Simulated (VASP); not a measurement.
Consider the following.

```yaml
crystal:
  lattice:
    - [0.00000, 2.64436, 2.64436]
    - [2.64436, 0.00000, 2.64436]
    - [2.64436, 2.64436, 0.00000]
  atoms:
    - { symbol: Si, position: [0.25000, 0.25000, 0.25000] }
    - { symbol: Si, position: [0.75000, 0.75000, 0.75000] }
    - { symbol: Ni, position: [0.00000, 0.00000, 0.00000] }
```

Computed with PBEsol GGA, VASP's PBE PAW potentials (set 64) (plane waves; VASP 6.6.1). Settings: 520 eV cut-off, 10×10×10 Γ-centred mesh, first-order Methfessel-Paxton smearing of 0.10 eV, potentials Si Ni.

Question: Predict the energy per atom (σ→0), pressure, band gap (on the k-mesh) with the smallest direct gap where there is one.

Answer: 
```
Item                                                         Value
------------------------  ----------------------------------------
band gap (on the k-mesh)  none (metal, semimetal or under 0.01 eV)
energy per atom (σ→0)                           -608.2 kJ/mol-atom
pressure                                                 10.75 GPa
```

Total energies compare only between runs with the same potentials, cut-off and functional.

The compound is NiSi2 in the fluorite structure. This cell is one point of a volume scan, at 0.94 of the reference volume. The run is not spin-polarised, so no magnetic state was tried.
